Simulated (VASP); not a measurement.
# Li5Mg11: single point with PBE

Li5Mg11:

```xyz
16
Lattice="6.9874 0.1521 0.1433 0.1521 7.2621 -0.0841 0.1433 -0.0841 7.1109" Properties=species:S:1:pos:R:3 pbc="T T T"
Mg    4.0552    5.5792    1.1460
Mg    5.9269    3.2553    0.2104
Mg    0.1711    5.0698    4.8066
Mg    0.8878    1.5403    4.9658
Mg    1.6759    6.2801    2.7447
Mg    2.3621    3.7590    6.6846
Mg    1.4032    1.2985    1.1278
Mg    0.1094    5.7160    0.6041
Mg    4.4501    5.6001    4.3063
Mg    2.6440    3.4857    2.8791
Mg    3.5476    0.9166    3.6806
Li    5.0761    0.3158    6.4220
Li    2.2207    6.8049    6.0355
Li    5.0895    3.0386    4.8710
Li    5.9395   -0.0064    3.0820
Li    6.6250    4.0779    2.5490
```

The cell was built by a generator and needn't be a form met in nature.

```json
{
 "Program": "VASP 6.6.1",
 "Task": "single point",
 "Functional": "PBE",
 "Potentials or basis": "VASP PAW PBE potentials, release 64 (Mg, Li_sv)",
 "Cutoff": "520 eV",
 "k mesh": "1 × 1 × 1, shifted",
 "Occupations": "fermi-dirac, width 0.05 eV",
 "Spin": "no spin polarisation"
}
```

```
Largest force          : 0.965 eV/Å
Band gap on the k mesh : none (metal or under the smearing width)
```

Forces in eV/Å, atoms in the order of the input:
```
Mg   0.243  0.126  0.093
Mg  -0.190 -0.385 -0.352
Mg   0.416 -0.028  0.589
Mg  -0.607  0.229 -0.283
Mg   0.652  0.173  0.405
Mg   0.266 -0.338 -0.198
Mg  -0.069  0.301  0.009
Mg  -0.035  0.458 -0.598
Mg  -0.812 -0.502  0.138
Mg   0.029  0.052  0.008
Mg  -0.287  0.410  0.075
Li   0.286  0.385 -0.200
Li   0.220 -0.517 -0.022
Li  -0.291 -0.407 -0.232
Li   0.333  0.320 -0.099
Li  -0.153 -0.278  0.668
```

Levels at points of the mesh, in eV from the Fermi level:
| k point | band 17 | band 18 | band 19 | band 20 | band 21 | band 22 |
| --- | --- | --- | --- | --- | --- | --- |
| (0.25, 0.25, 0.25) | -0.51 | -0.13 | -0.01 | 0.45 | 0.76 | 1.14 |

Run time: 63 s on 1 thread of Intel(R) Xeon(R) Platinum 8375C CPU @ 2.90GHz (Ice Lake), with other jobs on the host, peak memory 0.35 GiB.
